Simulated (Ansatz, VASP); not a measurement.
**Cross-check of HfC between VASP and Ansatz**

One calculation is typed for both programs; each brings its own data sets. How far apart do they land? The cell is taken from a series of runs on this material, whose earlier steps may have relaxed, scaled, displaced or heated it; both programs get it as it stands.

Method: plane waves, with VASP 6.6.1 beside it; zone-centre phonons at LDA, in Ansatz 0.2.0.

## (1) The structure

It takes space group R-3m (No. 166, trigonal). Conventional cell: a = 3.169 Å, b = 3.169 Å, c = 8.012 Å, α = 90.00°, β = 90.00°, γ = 120.00°. C has 6 Hf at 2.27 Å nearest. Nearest to Hf lie 6 C at 2.27 Å. Farther neighbours are not listed.

## (2) Ansatz: zone-centre phonons, LDA

Ansatz runs on its PAW soft_1 files.

Second derivatives magnify differences that forces hide, and they need a tight electronic threshold.

input.yaml

```yaml
crystal:
  lattice:
    - [0.0482265172, 2.2888716639, 2.2888716639]
    - [2.2888716639, 0.0482265172, 2.2888716639]
    - [2.2888716639, 2.2888716639, 0.0482265172]
  atoms:
    - { symbol: C, position: [0.0, 0.0, 0.0] }
    - { symbol: Hf, position: [0.5, 0.5, 0.5] }
kpoints:
  mp_grid: { grid: [16, 16, 16] }
hamiltonian:
  xc: lda
  pseudopotentials: { kind: paw, azcp: { folder: soft_1 }, xc_functional: pbe }
scf:
  occupations: { method: methfessel_paxton, width: 0.2 }
output:
  eigenvalues: true
phonons:
  method: dfpt
```

The run is started by

```sh
$ ansatz run input.yaml --threads 4 --pin off --max-ram 10240MiB --backend cpu --events-out ev --progress --plain --runs-dir out
```

Numbers of over 12 decimals in the logs are rounded to 6 here.

The program printed:

```text
Engine: ansatz 0.2.0, aarch64-unknown-linux-gnu
Pseudopotentials: kind: paw
Pseudopotential: C, paw, valence charge 4, recommended cutoff 420 eV (normal), soft_1/C.paw.azcp
Pseudopotential: Hf, paw, valence charge 26, recommended cutoff 420 eV (normal), soft_1/Hf.paw.azcp
Functional definition: SPW92
  exchange = slater_x
  correlation = pw_c
Crystal: 2 atoms, lattice volume = 23.225 Å³
Basis set: ecut = 420 eV, 465 PW (Γ), exchange–correlation on 48×48×48 points (8 copies of the dense FFT grid, shifted against one another)
Bands: 19, of which v1, the nominal top of the filled ones, is band 15 counted from 1 (14 counted from 0)
Symmetry: 12 space group operations
k-points: 1098 of 4096 (irreducible under 2 space group operations, time reversal used)
Non-local potential: C, projectors of the file, l = 0: 2, l = 1: 2, l = 2: 1
Non-local potential: Hf, projectors of the file, l = 0: 3, l = 1: 2, l = 2: 2, l = 3: 3
PAW form: soft (Blöchl's): semilocal exchange-correlation on the pseudo side does not see the compensation charge
PAW frozen core: C, regenerated for the run's functional, and the local potential with it (the file was generated under x = pbe(κ = 0.804, μ = 0.219515), c = pbe(β = 0.066725))
PAW frozen core: Hf, regenerated for the run's functional, and the local potential with it (the file was generated under x = pbe(κ = 0.804, μ = 0.219515), c = pbe(β = 0.066725))
PAW one-centre angular grid: C, 110 points (default); XC on 64 Gauss nodes
PAW one-centre angular grid: Hf, 590 points (default); XC on 64 Gauss nodes
Initial density: superposition of atomic densities (chi_scale 0.1, normalization cell, long waves kept (reshape's long-wave potential 0.00 eV rms))
Initial wavefunctions: pseudopotential atomic-orbital guess
Functional: x = slater, c = lda
SCF iter   1: F=—  HF=-15723.135505 eV  |F-HF|=—  |Δ(HF+E_count)|=         —  Δρ=9.45e-2  dr2=2.73e0  ethr=3.10e-3  ⟨swp⟩=4.9  Hψ=93075  notcnv=0
preconditioner: auto → Kerker (q_TF=auto, 2.847 Å⁻¹)  [metal: Δε(μ)=0.011 eV  Ē_g=17.810 eV  σ=0.200 eV  W_gap=0.04  n_scr=14 (ndim 8)  ℏωp=40.8 eV  f_vac=0.000  D(μ)=0.20/eV (n_scr^D=0)]
SCF iter   2: F=—  HF=-15722.546003 eV  |F-HF|=—  |Δ(HF+E_count)|=   5.90e-1  S|Δr|=    0.00e0  Δρ=3.36e-2  dr2=2.65e-1  ethr=3.10e-3  ⟨swp⟩=2.1  Hψ=36190  notcnv=0
SCF iter   3: F=—  HF=-15722.483281 eV  |F-HF|=—  |Δ(HF+E_count)|=   6.27e-2  S|Δr|=    0.00e0  Δρ=1.36e-2  dr2=2.53e-2  ethr=8.84e-4  ⟨swp⟩=2.0  Hψ=38479  notcnv=0
SCF iter   4: F=—  HF=-15722.478066 eV  |F-HF|=—  |Δ(HF+E_count)|=   5.22e-3  S|Δr|=    0.00e0  Δρ=7.57e-3  dr2=6.36e-3  ethr=8.42e-5  ⟨swp⟩=2.1  Hψ=37120  notcnv=0
SCF iter   5: F=—  HF=-15722.477444 eV  |F-HF|=—  |Δ(HF+E_count)|=   6.22e-4  S|Δr|=    0.00e0  Δρ=1.46e-3  dr2=2.83e-4  ethr=2.12e-5  ⟨swp⟩=2.0  Hψ=32763  notcnv=0
SCF iter   6: F=—  HF=-15722.477332 eV  |F-HF|=—  |Δ(HF+E_count)|=   1.12e-4  S|Δr|=    0.00e0  Δρ=2.84e-4  dr2=1.97e-5  ethr=9.44e-7  ⟨swp⟩=2.6  Hψ=39119  notcnv=0
SCF iter   7: F=—  HF=-15722.477331 eV  |F-HF|=—  |Δ(HF+E_count)|=   1.06e-6  S|Δr|=    0.00e0  Δρ=8.29e-5  dr2=1.18e-6  ethr=6.57e-8  ⟨swp⟩=2.2  Hψ=38251  notcnv=0
SCF iter   8: F=—  HF=-15722.477330 eV  |F-HF|=—  |Δ(HF+E_count)|=   8.67e-7  S|Δr|=    0.00e0  Δρ=1.44e-5  dr2=3.07e-8  ethr=3.92e-9  ⟨swp⟩=2.6  Hψ=39223  notcnv=0
SCF iter   9: F=—  HF=-15722.477330 eV  |F-HF|=—  |Δ(HF+E_count)|=   6.30e-9  S|Δr|=    0.00e0  Δρ=2.57e-6  dr2=1.19e-9  ethr=1.02e-10  ⟨swp⟩=2.3  Hψ=35030  notcnv=0
SCF iter  10: F=—  HF=-15722.477330 eV  |F-HF|=—  |Δ(HF+E_count)|=  3.46e-11  S|Δr|=    0.00e0  Δρ=2.49e-7  dr2=1.61e-11  ethr=3.96e-12  ⟨swp⟩=2.8  Hψ=37714  notcnv=0
SCF iter  11: F=-15722.477330 eV  HF=-15722.477330 eV  |F-HF|=1.82e-12  |Δ(HF+E_count)|=  7.28e-12  S|Δr|=    0.00e0  Δρ=6.39e-8  dr2=9.38e-13  ethr=1.00e-12  ⟨swp⟩=7.4  Hψ=121583  notcnv=0
SCF 1 converged in 11 iterations: F = -15722.477330 eV  dr2 = 9.38e-13
  greatest PAW one-centre occupation: 0.998 electrons in one spin orbital (limit 2), on the Hf atom at site 1 (counted from 0), in its partial waves of l = 3
DFPT response loops at Γ: preconditioner auto → Kerker (q_TF=auto, 2.847 Å⁻¹) (partly filled bands, converged f_vac=0.000); β = 1.00, the filter's whole step (`scf.mixing.beta` (0.50) is not read by the response loops under this deck's `scf.mixing.preconditioner`; to damp them name `kerker` or `kerker_dos`, under which they read `scf.mixing.beta`, and type it under 1.00, their step now; both keys bind the ground state too); Broyden in place of MSR1
SCF converged after 11 iterations
Stability not checked: this state was not tested for a lower state beside it, because cold or Methfessel-Paxton smearing, or corrected tetrahedra, fill the levels in a way that the test cannot read (fill_not_monotonic; see scf.lower_state_search)
Free energy (F): -15722.477330 eV
Harris-Foulkes:  -15722.477330 eV  (|F-HF|=1.82e-12)
Internal energy: -15722.477149 eV  (E = F + TS)
E sigma→0 (E₀):  -15722.477285 eV
Entropy (-TS):   -0.000181 eV (-0.091 meV/atom)
Fermi energy:    19.903474 eV
--- Per-component energies (eV) ---
  E_band       = 109.974927
  E_kinetic    = 499.711713
  E_local      = -6022.595002  (includes V_loc(G=0)·N_el)
  E_nonlocal   = 99.774310
  E_hartree    = 2964.831608
  E_xc         = -313.778332
  E_vxc        = -316.279480  (∫ρ·V_xc dr)
  E_paw        = -7549.251895  (= ΣΔE_a)
  E_vpaw       = -80.299932  (= ΣTr[D̂ρ^β])
  E_aug_tail   = 0.000120  (compensation charges beyond the density's cutoff)
  E_ewald      = -5403.689592
  E_core_change = 2.519920  (= ΣΔE_core)
  E_smearing   = -0.000181  (= −TS)
  E_closure    = 0.000000  (closes the sum)
  Σ components = -15722.477330   (vs F -15722.477330, Δ=0.00e0)
--- Band table (eV; the first three rows and the last of 1098) ---
  k-point 0: bands = [... 11 lower, 9.1986, 20.8310, 20.8773, 21.0937, 21.0937, 21.3211, 21.3211, 23.4276]
  k-point 1: bands = [... 11 lower, 9.1981, 20.2194, 20.2430, 20.5187, 21.1958, 21.5430, 21.8755, 23.9874]
  k-point 2: bands = [... 11 lower, 9.1984, 19.1345, 19.3610, 19.6371, 21.5437, 21.9040, 22.3176, 25.1694]
  k-point 1097: bands = [... 11 lower, 11.6728, 13.3043, 16.7739, 16.7739, 25.3324, 25.3324, 25.8810, 27.1243]
--- Phonons (Γ-DFPT): 2 representative perturbations + reference, on 1098 of 4096 k-points (Σ response iterations 7) ---
  k mesh reduced under 2 symmetry operations, with k and −k counted as one. Each operation leaves every solved perturbation unchanged. A smaller set is not used because it would not reduce the number of displacements times k-points to solve
  ASR residual: 3.349e-5 → 0.000e0 eV/Å²; symmetrization residual: 1.341e-6 eV/Å²
  ASR residual per site (eV/Å²): 3.35e-5 2.02e-5
  Γ frequencies (cm⁻¹): 0.00 0.00 0.00 477.81 477.81 511.41
  non-analytic LO–TO correction: not included (Born effective charges unavailable; polar crystals: no LO–TO splitting at Γ)
```

## (3) VASP: zone-centre phonons, LDA

The same cell, functional (in two slightly different forms), mesh and smearing now go to VASP, with its own data sets.

Lines of VASP's logs that name or quote its potential files are left out, and so is its time.

INCAR

```
SYSTEM = HfC
PREC = Accurate
ENCUT = 600
EDIFF = 1E-08
NELM = 120
ISMEAR = 1
SIGMA = 0.2
LREAL = .FALSE.
ALGO = Normal
GGA = CA
NBANDS = 13
LASPH = .TRUE.
LORBIT = 11
LWAVE = .FALSE.
LCHARG = .FALSE.
ISIF = 2
IBRION = 8
GGA_COMPAT = .FALSE.
KPAR = 2
```

POSCAR

```
HfC
1.0
    0.0482265172      2.2888716639      2.2888716639
    2.2888716639      0.0482265172      2.2888716639
    2.2888716639      2.2888716639      0.0482265172
C Hf
1 1
Direct
    0.0000000000      0.0000000000      0.0000000000
    0.5000000000      0.5000000000      0.5000000000
```

KPOINTS

```
Automatic mesh
0
Gamma
16 16 16
0 0 0
```

Potentials, in the order of the species: C and Hf_pv (LDA family, release 64).

The run is started by

```sh
$ mpirun -np 2 vasp_std
```

The program printed:

```text
[banner, memory and clock lines left out]
running    2 mpi-ranks, on    1 nodes
 distrk:  each k-point on    1 cores,    2 groups
 distr:  one band on    1 cores,    1 groups

 POSCAR found type information on POSCAR C Hf
 POSCAR found :  2 types and       2 ions
 LDA part: xc-table for (Slater(with rela. corr.)+CA(PZ))
 , standard interpolation
 POSCAR, INCAR and KPOINTS ok, starting setup
 FFT: planning ... GRIDC
 FFT: planning ... GRID_SOFT
 FFT: planning ... GRID
 WAVECAR not read
 entering main loop
       N       E                     dE             d eps       ncg     rms          rms(c)
DAV:   1     0.236580710329E+02    0.23658E+02   -0.86954E+03 10858   0.120E+03
DAV:   2    -0.242955795635E+02   -0.47954E+02   -0.45117E+02 13606   0.221E+02
DAV:   3    -0.259579517964E+02   -0.16624E+01   -0.16514E+01 13622   0.295E+01
DAV:   4    -0.259673548758E+02   -0.94031E-02   -0.94006E-02 12079   0.258E+00
DAV:   5    -0.259674169041E+02   -0.62028E-04   -0.62027E-04 13666   0.195E-01    0.667E+01
DAV:   6    -0.229378737177E+02    0.30295E+01   -0.13493E+01 12502   0.198E+01    0.469E+01
DAV:   7    -0.228765645330E+02    0.61309E-01   -0.58562E-01 12642   0.541E+00    0.250E+01
DAV:   8    -0.228619876928E+02    0.14577E-01   -0.45935E-02 13317   0.169E+00    0.482E+00
DAV:   9    -0.228579058685E+02    0.40818E-02   -0.20718E-02 12962   0.762E-01    0.179E+00
DAV:  10    -0.228574731536E+02    0.43271E-03   -0.16113E-03 13054   0.295E-01    0.479E-02
DAV:  11    -0.228574724078E+02    0.74581E-06   -0.69274E-05 13072   0.751E-02    0.563E-02
DAV:  12    -0.228574721219E+02    0.28591E-06   -0.17032E-06 13600   0.110E-02    0.244E-02
DAV:  13    -0.228574719090E+02    0.21292E-06   -0.52304E-07 13177   0.415E-03    0.792E-04
DAV:  14    -0.228574719087E+02    0.23851E-09   -0.15327E-08 11366   0.107E-03
   1 F= -.22857472E+02 E0= -.22857404E+02  d E =-.202840E-03
 Linear response reoptimize wavefunctions to high precision
DAV:   1    -0.228574719083E+02    0.42292E-09   -0.10340E-09  9538   0.289E-04
DAV:   2    -0.228574719083E+02   -0.16598E-10   -0.13591E-10  7201   0.102E-04
 Linear response DOF=           2
 Linear response progress:
  Degree of freedom:   1/  2
       N       E                     dE             d eps       ncg     rms          rms(c)
RMM:   1    -0.124678027019E+00   -0.12468E+00    0.16020E-02 63124   0.197E+00
RMM:   2    -0.119343667954E+00    0.53344E-02   -0.36621E-03 45797   0.371E-01    0.477E-01
RMM:   3    -0.119652889919E+00   -0.30922E-03   -0.75956E-04 41842   0.159E-01    0.247E-01
RMM:   4    -0.120645777003E+00   -0.99289E-03   -0.46589E-04 42550   0.120E-01    0.393E-02
RMM:   5    -0.120640963037E+00    0.48140E-05   -0.11793E-05 47496   0.253E-02    0.113E-02
RMM:   6    -0.120640682529E+00    0.28051E-06   -0.36462E-07 51152   0.407E-03    0.419E-03
RMM:   7    -0.120628379872E+00    0.12303E-04   -0.97316E-08 49871   0.215E-03    0.269E-03
RMM:   8    -0.120631490903E+00   -0.31110E-05   -0.11044E-08 53017   0.636E-04    0.242E-04
RMM:   9    -0.120631005462E+00    0.48544E-06   -0.43222E-09 55401   0.113E-04    0.208E-04
RMM:  10    -0.120631014268E+00   -0.88063E-08   -0.12919E-09 56767   0.287E-05    0.679E-05
 first order change of Fermi-energy  -0.32042E-03
 force on displaced ion       1 direction 1 :  -9.860  -0.462  -0.462
 Linear response progress:
  Degree of freedom:   2/  2
       N       E                     dE             d eps       ncg     rms          rms(c)
RMM:   1    -0.211878290747E+00   -0.21188E+00    0.37805E+00 31756   0.118E+01
RMM:   2    -0.206672457403E+00    0.52058E-02   -0.29944E-02 44115   0.125E+00    0.565E-01
RMM:   3    -0.206019699340E+00    0.65276E-03   -0.93399E-04 54864   0.146E-01    0.236E-01
RMM:   4    -0.205556514219E+00    0.46319E-03   -0.75803E-05 59072   0.499E-02    0.142E-01
RMM:   5    -0.205163476307E+00    0.39304E-03   -0.28624E-05 60166   0.347E-02    0.139E-02
RMM:   6    -0.205161415435E+00    0.20609E-05   -0.25790E-06 59811   0.104E-02    0.676E-03
RMM:   7    -0.205170390298E+00   -0.89749E-05   -0.90441E-07 64693   0.242E-03    0.684E-03
RMM:   8    -0.205171359138E+00   -0.96884E-06   -0.38174E-06 65502   0.583E-04    0.197E-03
RMM:   9    -0.205171990272E+00   -0.63113E-06   -0.29834E-06 65464   0.287E-04    0.249E-04
RMM:  10    -0.205172314483E+00   -0.32421E-06   -0.17916E-06 64025   0.105E-04    0.905E-05
RMM:  11    -0.205172361584E+00   -0.47102E-07   -0.82992E-07 68931   0.442E-05    0.851E-05
RMM:  12    -0.205172401848E+00   -0.40263E-07   -0.42549E-07 64776   0.256E-05    0.147E-05
RMM:  13    -0.205172399160E+00    0.26877E-08   -0.22551E-07 61701   0.179E-05    0.553E-07
RMM:  14    -0.205172401531E+00   -0.23708E-08   -0.12693E-07 51920   0.136E-05    0.287E-06
RMM:  15    -0.205172405054E+00   -0.35229E-08   -0.69256E-08 47666   0.120E-05    0.574E-06
 first order change of Fermi-energy   0.61550E-03
 force on displaced ion       2 direction 1 :  -9.862  -0.461  -0.461
 Linear response finished
```

From OUTCAR (step 3):

```text
ion  position               nearest neighbor table
   1  0.000  0.000  0.000-   2 2.27   2 2.27   2 2.27   2 2.27   2 2.27   2 2.27
   2  0.500  0.500  0.500-   1 2.27   1 2.27   1 2.27   1 2.27   1 2.27   1 2.27

  LATTYP: Found a trigonal (rhomboedric) cell.
 ALAT       =     3.2373125868
 COS(alpha) =     0.5209543587

 Subroutine GETGRP returns: Found 12 space group operations
 (whereof 12 operations were pure point group operations)

The static configuration has the point symmetry D_3d.

 Found    417 irreducible k-points:

   k-points           NKPTS =    417   k-points in BZ     NKDIM =    417   number of bands    NBANDS=     13

   dimension x,y,z NGX =    28 NGY =   28 NGZ =   28
   dimension x,y,z NGXF=    56 NGYF=   56 NGZF=   56

   ENCUT  =  600.0 eV  44.10 Ry    6.64 a.u.   6.47  6.47  6.47*2*pi/ulx,y,z

   NELECT =      14.0000    total number of electrons

 k-points in reciprocal lattice and weights: Automatic mesh
   0.00000000  0.00000000  0.00000000       0.000
   0.06250000  0.00000000  0.00000000       0.001
   0.12500000  0.00000000  0.00000000       0.001
   0.18750000  0.00000000  0.00000000       0.001
   0.25000000  0.00000000  0.00000000       0.001
   0.31250000  0.00000000 -0.00000000       0.001
   0.37500000  0.00000000  0.00000000       0.001
   0.43750000  0.00000000 -0.00000000       0.001
   0.50000000  0.00000000  0.00000000       0.001
[...]
-0.43750000  0.50000000  0.43750000       0.001
   0.50000000  0.50000000  0.50000000       0.000

 average (electrostatic) potential at core
       1 -51.2111       2 -34.7061

  Total        1.2691861      1.2691861      1.2691861     -0.5771546     -0.5771546     -0.5771546
  in kB       87.5562050     87.5562050     87.5562050    -39.8156483    -39.8156483    -39.8156483
  external PRESSURE =      87.5562050 kB  Pullay stress =       0.0000000 kB

  energy-cutoff  :      600.00
  volume of cell :       23.22
      direct lattice vectors                 reciprocal lattice vectors
     0.048226517  2.288871664  2.288871664    -0.225476392  0.220823639  0.220823639
     2.288871664  0.048226517  2.288871664     0.220823639 -0.225476392  0.220823639
     2.288871664  2.288871664  0.048226517     0.220823639  0.220823639 -0.225476392

 POSITION                                       TOTAL-FORCE (eV/Angst)
 -----------------------------------------------------------------------------------
      0.00000      0.00000      0.00000        -0.000000      0.000000      0.000000
      2.31298      2.31298      2.31298         0.000000     -0.000000     -0.000000
 -----------------------------------------------------------------------------------
    total drift:                                0.000000      0.000000      0.000000

 Eigenvectors and eigenvalues of the dynamical matrix
 ----------------------------------------------------

   1 f  =   15.303347 THz    96.153763 2PiTHz  510.464697 cm-1    63.289528 meV
             X         Y         Z           dx          dy          dz
      0.000000  0.000000  0.000000     0.558854    0.558854    0.558854
      2.312985  2.312985  2.312985    -0.144968   -0.144968   -0.144968

   2 f  =   14.287017 THz    89.767974 2PiTHz  476.563583 cm-1    59.086327 meV
             X         Y         Z           dx          dy          dz
      0.000000  0.000000  0.000000    -0.684448    0.684448   -0.000000
      2.312985  2.312985  2.312985     0.177571   -0.177571   -0.000000

   3 f  =   14.287017 THz    89.767974 2PiTHz  476.563583 cm-1    59.086327 meV
             X         Y         Z           dx          dy          dz
      0.000000  0.000000  0.000000     0.395166    0.395166   -0.790332
      2.312985  2.312985  2.312985    -0.102520   -0.102520    0.205041

   4 f/i=    0.000062 THz     0.000387 2PiTHz    0.002055 cm-1     0.000255 meV
             X         Y         Z           dx          dy          dz
      0.000000  0.000000  0.000000     0.144968    0.144968    0.144968
      2.312985  2.312985  2.312985     0.558854    0.558854    0.558854

   5 f/i=    0.000385 THz     0.002419 2PiTHz    0.012842 cm-1     0.001592 meV
             X         Y         Z           dx          dy          dz
      0.000000  0.000000  0.000000     0.202397   -0.072777   -0.129620
      2.312985  2.312985  2.312985     0.780143   -0.280521   -0.499622

   6 f/i=    0.000385 THz     0.002419 2PiTHz    0.012842 cm-1     0.001592 meV
             X         Y         Z           dx          dy          dz
      0.000000  0.000000  0.000000     0.032818   -0.191690    0.158872
      2.312985  2.312985  2.312985     0.126498   -0.738873    0.612375

 ELASTIC MODULI CONTR FROM IONIC RELAXATION (kBar)
 Direction    XX          YY          ZZ          XY          YZ          ZX
 --------------------------------------------------------------------------------
 XX           0.0000      0.0000      0.0000      0.0000      0.0000      0.0000
 YY           0.0000      0.0000      0.0000      0.0000      0.0000      0.0000
 ZZ           0.0000      0.0000      0.0000      0.0000      0.0000      0.0000
 XY           0.0000      0.0000      0.0000      0.0000      0.0000      0.0000
 YZ           0.0000      0.0000      0.0000      0.0000      0.0000      0.0000
 ZX           0.0000      0.0000      0.0000      0.0000      0.0000      0.0000
 --------------------------------------------------------------------------------
```

## (4) Differences

Known differences besides the potentials themselves: the two LDA forms differ slightly; the data sets hold 30 valence electrons in Ansatz (on its PAW soft_1 files) and 14 in VASP; the cutoff is 420 eV in Ansatz and 600 eV in VASP; VASP's log shows a relativistic correction to its local exchange, Ansatz's none. Total energies have different zeros and are not compared.

Both answers:

| quantity | Ansatz | VASP | difference |
| --- | --- | --- | --- |
| optical mode 1 to 2 (cm⁻¹) | 477.8 | 476.6 | +0.26 % |
| optical mode 3 (cm⁻¹) | 511.4 | 510.5 | +0.19 % |

Modes are paired by rising frequency, not by their patterns, so a pair may set unlike modes beside each other; they are those without the splitting of longitudinal modes.

## (5) What came out

| Property | Result |
| --- | --- |
| r.m.s. difference of the optical zone-centre modes, each program's sorted by frequency (zone-centre phonons, LDA) | 1.2 cm⁻¹ |

What this shows: The r.m.s. difference of the optical zone-centre modes, each program's sorted by frequency is 1.2 cm⁻¹ (zone-centre phonons, LDA). The data sets hold unlike numbers of valence electrons (30 in Ansatz and 14 in VASP), so part of the differences comes from the potentials. Such differences can come from data sets, numerical settings and the points named under the comparisons, not from the functional's error against experiment.

[Lines on the potential files, build, host, timing and source positions are cut from VASP's logs without a mark.]

[Logs are printed without paths, hosts, clocks, repeated set-up lines and the standing remarks that a program may print on its own settings, such as how far it seeks lower states.]

[Hosts, paths, dates, database ids (printed as entryN), source tags and the programs' standing remarks are cut or masked in the printed files.]
